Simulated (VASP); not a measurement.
Level of theory: PBEsol GGA, VASP's PBE PAW potentials (set 64) (plane waves; VASP).

VASP ran on this input.

**KPOINTS**
```
Automatic mesh
0
Gamma
13 13 13
0 0 0
```

### INCAR
```
SYSTEM = WSe
PREC = Accurate
ENCUT = 400
EDIFF = 1E-7
NELM = 100
ALGO = Normal
LREAL = .FALSE.
LASPH = .TRUE.
ISMEAR = -5
GGA = PS
LMAXMIX = 6
LWAVE = .FALSE.
LCHARG = .TRUE.
LORBIT = 11
NEDOS = 601
ISIF = 2
```

POSCAR:
```
WSe
1
    0.0000000000     2.7942666041     2.7942666041
    2.7942666041     0.0000000000     2.7942666041
    2.7942666041     2.7942666041    -0.0000000000
W Se
1 1
Direct
  0.0000000000   0.0000000000   0.0000000000
  0.2500000000   0.2500000000   0.2500000000
```

POTCAR, in this order: W_sv Se (PBE.64 set). Program: vasp_std.

Output of the run:

File OUTCAR:
```
 ion  position               nearest neighbor table
   1  0.000  0.000  0.000-   2 2.42   2 2.42   2 2.42   2 2.42
   2  0.250  0.250  0.250-   1 2.42   1 2.42   1 2.42   1 2.42
  LATTYP: Found a face centered cubic cell.
 ALAT       =     5.5885332082
 Subroutine PRICEL returns:
 Original cell was already a primitive cell.
 Subroutine GETGRP returns: Found 24 space group operations
The static configuration has the point symmetry T_d .
The dynamic configuration has the point symmetry T_d .
 Subroutine INISYM returns: Found 24 space group operations
 Subroutine IBZKPT returns following result:
 Found     84 irreducible k-points:

 Following reciprocal coordinates:
            Coordinates               Weight
  0.000000  0.000000  0.000000      1.000000
  0.076923  0.000000  0.000000      8.000000
  0.153846  0.000000  0.000000      8.000000
  0.230769  0.000000  0.000000      8.000000
  0.307692  0.000000  0.000000      8.000000
  0.384615  0.000000  0.000000      8.000000
  0.461538  0.000000  0.000000      8.000000
  0.076923  0.076923  0.000000      6.000000
  0.153846  0.076923  0.000000     24.000000
  0.230769  0.076923  0.000000     24.000000
  0.307692  0.076923  0.000000     24.000000
  0.384615  0.076923  0.000000     24.000000
  0.461538  0.076923  0.000000     24.000000
 -0.461538  0.076923  0.000000     24.000000
 -0.384615  0.076923  0.000000     24.000000
 -0.307692  0.076923  0.000000     24.000000
 -0.230769  0.076923  0.000000     24.000000
 -0.153846  0.076923  0.000000     24.000000
 -0.076923  0.076923  0.000000     12.000000
  0.153846  0.153846  0.000000      6.000000
  0.230769  0.153846  0.000000     24.000000
  0.307692  0.153846  0.000000     24.000000
  0.384615  0.153846  0.000000     24.000000
  0.461538  0.153846  0.000000     24.000000
 -0.461538  0.153846  0.000000     24.000000
 -0.384615  0.153846  0.000000     24.000000
 -0.307692  0.153846  0.000000     24.000000
 -0.230769  0.153846  0.000000     24.000000
 -0.153846  0.153846  0.000000     12.000000
  0.230769  0.230769  0.000000      6.000000
  0.307692  0.230769  0.000000     24.000000
  0.384615  0.230769  0.000000     24.000000
  0.461538  0.230769  0.000000     24.000000
 -0.461538  0.230769  0.000000     24.000000
 -0.384615  0.230769  0.000000     24.000000
 -0.307692  0.230769  0.000000     24.000000
 -0.230769  0.230769  0.000000     12.000000
  0.307692  0.307692  0.000000      6.000000
  0.384615  0.307692  0.000000     24.000000
  0.461538  0.307692  0.000000     24.000000
   k-points           NKPTS =     84   k-points in BZ     NKDIM =     84   number of bands    NBANDS=     14
   number of dos      NEDOS =    601   number of ions     NIONS =      2
   total plane-waves  NPLWV =  21952
   dimension x,y,z NGX =    28 NGY =   28 NGZ =   28
   dimension x,y,z NGXF=    56 NGYF=   56 NGZF=   56
   ions per type =               1   1
   PREC   = accura    normal or accurate (medium, high low for compatibility)
   ISTART =      0    job   : 0-new  1-cont  2-samecut
   ICHARG =      2    charge: 1-file 2-atom 10-const
   ISPIN  =      1    spin polarized calculation?
   LNONCOLLINEAR =      F non collinear calculations
   LSORBIT =      F    spin-orbit coupling
   INIWAV =      1    electr: 0-lowe 1-rand  2-diag
   ENCUT  =  400.0 eV  29.40 Ry    5.42 a.u.   6.44  6.44  6.44*2*pi/ulx,y,z
   NELM   =    100;   NELMIN=  2; NELMDL= -5     # of ELM steps
   EDIFF  = 0.1E-06   stopping-criterion for ELM
   LREAL  =      F    real-space projection
   NLSPLINE    = F    spline interpolate recip. space projectors
   LMAXMIX     =    6 max onsite mixed and CHGCAR
...
```

### OSZICAR
```
       N       E                     dE             d eps       ncg     rms          rms(c)
DAV:   1     0.123237491007E+03    0.12324E+03   -0.91567E+03  2360   0.120E+03
DAV:   2    -0.110803549555E+02   -0.13432E+03   -0.13216E+03  2778   0.321E+02
DAV:   3    -0.159758067931E+02   -0.48955E+01   -0.48396E+01  3042   0.583E+01
DAV:   4    -0.160231867473E+02   -0.47380E-01   -0.47447E-01  2568   0.647E+00
DAV:   5    -0.160237120500E+02   -0.52530E-03   -0.52654E-03  2982   0.720E-01    0.171E+01
DAV:   6    -0.156081761786E+02    0.41554E+00   -0.16894E+00  2514   0.103E+01    0.705E+00
DAV:   7    -0.155779910128E+02    0.30185E-01   -0.35739E-02  2760   0.164E+00    0.326E+00
DAV:   8    -0.155693222338E+02    0.86688E-02   -0.88891E-03  2790   0.786E-01    0.187E-01
DAV:   9    -0.155693410622E+02   -0.18828E-04   -0.17958E-04  2712   0.121E-01    0.130E-01
DAV:  10    -0.155693774395E+02   -0.36377E-04   -0.41368E-05  2688   0.619E-02    0.205E-02
DAV:  11    -0.155693754488E+02    0.19907E-05   -0.19173E-06  2862   0.115E-02    0.374E-03
DAV:  12    -0.155693753817E+02    0.67188E-07   -0.22090E-07  2572   0.380E-03
   1 F= -.15569375E+02 E0= -.15569375E+02  d E =0.000000E+00
```

File OUTCAR:
```
------------------------ aborting loop because EDIFF is reached ----------------------------------------
  FORCE on cell =-STRESS in cart. coord.  units (eV):
  Direction    XX          YY          ZZ          XY          YZ          ZX
  --------------------------------------------------------------------------------------
  Total        0.0289731      0.0289731      0.0289731      0.0000000      0.0000000      0.0000000
  in kB        1.0638302      1.0638302      1.0638302      0.0000000      0.0000000      0.0000000
  external PRESSURE =       1.0638302 kB  Pullay stress =       0.0000000 kB
  volume of cell :       43.63
      direct lattice vectors                 reciprocal lattice vectors
     0.000000000  2.794266604  2.794266604    -0.178937829  0.178937829  0.178937829
     2.794266604  0.000000000  2.794266604     0.178937829 -0.178937829  0.178937829
     2.794266604  2.794266604  0.000000000     0.178937829  0.178937829 -0.178937829
 POSITION                                       TOTAL-FORCE (eV/Angst)
 -----------------------------------------------------------------------------------
      0.00000      0.00000      0.00000         0.000000      0.000000      0.000000
      1.39713      1.39713      1.39713        -0.000000     -0.000000     -0.000000
 -----------------------------------------------------------------------------------
    total drift:                               -0.000000     -0.000000     -0.000000
  FREE ENERGIE OF THE ION-ELECTRON SYSTEM (eV)
  ---------------------------------------------------
  free  energy   TOTEN  =       -15.5693753817 eV

  energy  without entropy=      -15.5693753817  energy(sigma->0) =      -15.56937538

 total charge

# of ion       s       p       d       tot
------------------------------------------
    1        2.321   6.173   3.595  12.090
    2        1.418   2.432   0.183   4.033
--------------------------------------------------
tot          3.740   8.605   3.778  16.122
```
(Selected blocks of OUTCAR.)

OUTCAR:
```
 val. band max:        6.3034582332   @ k =   0.3077   0.2308   0.0000

 cond. band min:       6.2680488144   @ k =  -0.4615   0.3077   0.0000


 Fermi energy:         6.3100972157

 k-point     1 :       0.0000    0.0000    0.0000
  band No.  band energies     occupation
      1     -67.5976      2.00000
      2     -31.8838      2.00000
      3     -31.8838      2.00000
      4     -31.8838      2.00000
      5      -9.1640      2.00000
      6       0.9433      2.00000
      7       0.9433      2.00000
      8       0.9433      2.00000
      9       5.7880      2.00000
     10       5.7880      2.00000
     11       6.8305      0.00000
     12      11.1570      0.00000
     13      11.1570      0.00000
     14      11.1570      0.00000

 k-point     2 :       0.0769    0.0000    0.0000
  band No.  band energies     occupation
      1     -67.5976      2.00000
      2     -31.8869      2.00000
      3     -31.8842      2.00000
      4     -31.8842      2.00000
      5      -9.1182      2.00000
      6       0.8315      2.00000
      7       0.9720      2.00000
      8       0.9720      2.00000
      9       5.7550      2.00000
     10       5.7550      2.00000
     11       7.0813      0.00000
     12      10.8519      0.00000
     13      11.1491      0.00000
     14      11.1491      0.00000

 k-point     3 :       0.1538    0.0000    0.0000
  band No.  band energies     occupation
      1     -67.5974      2.00000
      2     -31.8958      2.00000
      3     -31.8855      2.00000
      4     -31.8855      2.00000
      5      -8.9893      2.00000
      6       0.5663      2.00000
      7       1.0490      2.00000
      8       1.0490      2.00000
      9       5.6913      2.00000
     10       5.6913      2.00000
     11       7.7181      0.00000
     12      10.0181      0.00000
     13      11.0089      0.00000
     14      11.0089      0.00000

 k-point     4 :       0.2308    0.0000    0.0000
  band No.  band energies     occupation
...
```

For a metal the tetrahedron method with Blöchl corrections gives inexact stress and forces. Unless said otherwise, spin-orbit coupling is left out, though it shifts the bands of the heavy elements here.

The structure was generated: WSe was put into the zinc blende type (F-43m), which need not be its known phase. It was relaxed first, which changed the volume by -37 %.
